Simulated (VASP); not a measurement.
Computed with PBE GGA + U (Dudarev), VASP's PBE PAW potentials (set 64) (plane waves; VASP).

The input files of a VASP run:

### POSCAR
```
NiAl
1
    2.9478000000     0.0000000000     0.0000000000
    0.0000000000     2.9478000000     0.0000000000
    0.0000000000     0.0000000000     2.9478000000
Al Ni
1 1
Direct
  0.5000000000   0.5000000000   0.5000000000
  0.0000000000   0.0000000000   0.0000000000
```

File KPOINTS:
```
Automatic mesh
0
Gamma
11 11 11
0 0 0
```

### INCAR
```
! general
SYSTEM    = NiAl
PREC      = Accurate
ENCUT     = 400   ! plane-wave cut-off (eV)
LREAL     = .FALSE.
LASPH     = .TRUE.   ! aspherical one-centre terms

! electronic loop
EDIFF     = 1E-6   ! SCF stop (eV)
NELM      = 100   ! most electronic steps
ALGO      = Normal   ! blocked Davidson
LMAXMIX   = 2   ! l cut-off of mixed one-centre charges

! smearing
ISMEAR    = 1
SIGMA     = 0.1   ! width (eV)

! functional
GGA       = PE

! DFT+U
LDAU      = .TRUE.
LDAUTYPE  = 2
LDAUL     = -1 2
LDAUU     = 0 5.0
LDAUJ     = 0 0
LDAUPRINT = 1

! ions
ISIF      = 2   ! forces and stress, cell fixed

! output
LWAVE     = .FALSE.
LCHARG    = .FALSE.
LORBIT    = 10
```

POTCAR, in this order: Al Ni (PBE.64 set). Program: vasp_std.

What VASP printed:

OSZICAR:
```
       N       E                     dE             d eps       ncg     rms          rms(c)
DAV:   1     0.385862109676E+02    0.38586E+02   -0.48561E+03  1136   0.109E+03
DAV:   2    -0.684287031334E+01   -0.45429E+02   -0.42987E+02  1128   0.188E+02
DAV:   3    -0.793450261400E+01   -0.10916E+01   -0.10873E+01  1338   0.401E+01
DAV:   4    -0.794897922078E+01   -0.14477E-01   -0.14473E-01  1282   0.410E+00
DAV:   5    -0.794935098831E+01   -0.37177E-03   -0.37176E-03  1270   0.658E-01    0.712E+00
DAV:   6    -0.830916316146E+01   -0.35981E+00   -0.14749E+01  1234   0.681E+01    0.703E+00
DAV:   7    -0.751696206909E+01    0.79220E+00   -0.48862E+00  1244   0.418E+01    0.130E+00
DAV:   8    -0.750312996177E+01    0.13832E-01   -0.10271E-01  1210   0.304E+00    0.602E-01
DAV:   9    -0.749993943499E+01    0.31905E-02   -0.19158E-02  1340   0.235E+00    0.685E-02
DAV:  10    -0.749994931853E+01   -0.98835E-05   -0.25160E-04  1216   0.208E-01    0.306E-02
DAV:  11    -0.749994893108E+01    0.38745E-06   -0.32721E-05  1244   0.102E-01    0.437E-03
DAV:  12    -0.749994840806E+01    0.52302E-06   -0.24630E-06   632   0.285E-02
   1 F= -.74999484E+01 E0= -.74998496E+01  d E =-.296363E-03
```

OUTCAR:
```
------------------------ aborting loop because EDIFF is reached ----------------------------------------
  FORCE on cell =-STRESS in cart. coord.  units (eV):
  Direction    XX          YY          ZZ          XY          YZ          ZX
  --------------------------------------------------------------------------------------
  Total       -2.0793538     -2.0793538     -2.0793538      0.0000000      0.0000000      0.0000000
  in kB     -130.0603560   -130.0603560   -130.0603560      0.0000000      0.0000000      0.0000000
  external PRESSURE =    -130.0603560 kB  Pullay stress =       0.0000000 kB
  volume of cell :       25.61
      direct lattice vectors                 reciprocal lattice vectors
     2.947800000  0.000000000  0.000000000     0.339236040  0.000000000  0.000000000
     0.000000000  2.947800000  0.000000000     0.000000000  0.339236040  0.000000000
     0.000000000  0.000000000  2.947800000     0.000000000  0.000000000  0.339236040
 POSITION                                       TOTAL-FORCE (eV/Angst)
 -----------------------------------------------------------------------------------
      1.47390      1.47390      1.47390         0.000000      0.000000      0.000000
      0.00000      0.00000      0.00000         0.000000      0.000000      0.000000
 -----------------------------------------------------------------------------------
    total drift:                               -0.000000      0.000000     -0.000000
  FREE ENERGIE OF THE ION-ELECTRON SYSTEM (eV)
  ---------------------------------------------------
  free  energy   TOTEN  =        -7.4999484081 eV

  energy  without entropy=       -7.4996520450  energy(sigma->0) =       -7.49984962

 total charge

# of ion       s       p       d       tot
------------------------------------------
    1        0.380   0.373   0.000   0.753
    2        0.423   0.419   8.713   9.555
--------------------------------------------------
tot          0.803   0.792   8.713  10.308
```
(Selected blocks of OUTCAR.)

The compound is NiAl in the CsCl type structure. The cell was not relaxed at this level. The run is one of a series of settings (LDAU = .TRUE., LDAUJ = 0 0, LDAUL = -1 2, LDAUTYPE = 2, LDAUU = 0 5.0, LMAXMIX = 2 against the base run), some of them coarse on purpose. The run is not spin-polarised, so no magnetic state was tried. The electron count is odd and the run is not spin-polarised, which forces a metal.
